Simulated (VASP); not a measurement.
Calculation: r2SCAN meta-GGA, VASP's PBE PAW potentials (set 64) (plane waves; VASP).

VASP input:

INCAR:
```
ALGO=Normal
EDIFF=1E-8
EDIFFG=-0.001
ENCUT=520
IBRION=1
ISIF=2
ISMEAR=0
LASPH=.TRUE.
LCHARG=.FALSE.
LMAXMIX=4
LMIXTAU=.TRUE.
LREAL=.FALSE.
LWAVE=.FALSE.
METAGGA=R2SCAN
NELM=100
NSW=30
PREC=Accurate
SIGMA=0.05
SYSTEM=ZnO
```

### POSCAR
```
ZnO
1
    1.6234729095    -2.8119380004    -0.0000000000
    1.6234729095     2.8119380004     0.0000000000
    0.0000000000     0.0000000000     5.2097935427
Zn O
2 2
Direct
  0.6666670000   0.3333330000   0.5002958916
  0.3333330000   0.6666670000   0.0002958916
  0.6666670000   0.3333330000   0.8817041084
  0.3333330000   0.6666670000   0.3817041084
```

**KPOINTS**
```
Automatic
0
Gamma
  7 7 4
```

POTCAR, in this order: Zn O (PBE.64 set). Program: vasp_std.

Question: What does the run give for the energy per atom (σ→0)?

Answer: 
| Property | Result |
|---|---|
| energy per atom (σ→0) | -9.079 eV/atom |

File OSZICAR:
```
...
DAV:   3    -0.363170367876E+02    0.42406E-06   -0.62668E-07  1182   0.948E-03    0.428E-03
DAV:   4    -0.363170378563E+02   -0.10687E-05   -0.78438E-07  1056   0.857E-03    0.692E-04
DAV:   5    -0.363170371202E+02    0.73609E-06   -0.43560E-07  1056   0.716E-03    0.354E-04
DAV:   6    -0.363170377047E+02   -0.58453E-06   -0.10056E-07  1068   0.309E-03    0.349E-04
DAV:   7    -0.363170374071E+02    0.29759E-06   -0.22303E-08   770   0.146E-03    0.106E-04
DAV:   8    -0.363170375108E+02   -0.10366E-06   -0.20273E-09   564   0.590E-04    0.538E-05
DAV:   9    -0.363170375061E+02    0.46102E-08   -0.31241E-10   534   0.229E-04
   3 F= -.36317038E+02 E0= -.36317038E+02  d E =-.377795E-05
```

The compound is ZnO in the wurtzite structure. This run relaxes the ions in a fixed cell. Symmetry was kept, so distortions that lower it aren't found. The start is the result of an earlier pass.
